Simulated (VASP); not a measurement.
Input:

```xyz
2
Lattice="1.3300 -2.3036 0.0000 1.3300 2.3036 0.0000 0.0000 0.0000 4.9500" Properties=species:S:1:pos:R:3 pbc="T T T"
Zn     1.3300     0.7679     1.2375
Zn     1.3300    -0.7679     3.7125
```

All values below come from PBE GGA, VASP's PBE PAW potentials (set 64) (plane waves; VASP). Settings: 300 eV cut-off, 14×14×7 Γ-centred mesh, Fermi-Dirac smearing of 0.050 eV, potentials Zn.

Q: What does the run give for the energy per atom (σ→0), band gap (on the k-mesh) with the smallest direct gap where there is one?

A: 
The band gap (on the k-mesh) comes out as none (metal, semimetal or under 0.01 eV). The energy per atom (σ→0) is -1.104 eV/atom.

The absolute energy has meaning only against runs of the same code, potentials and settings.

The structure is a typed Zn crystal (P6_3/mmc). The cell was not relaxed at this level.
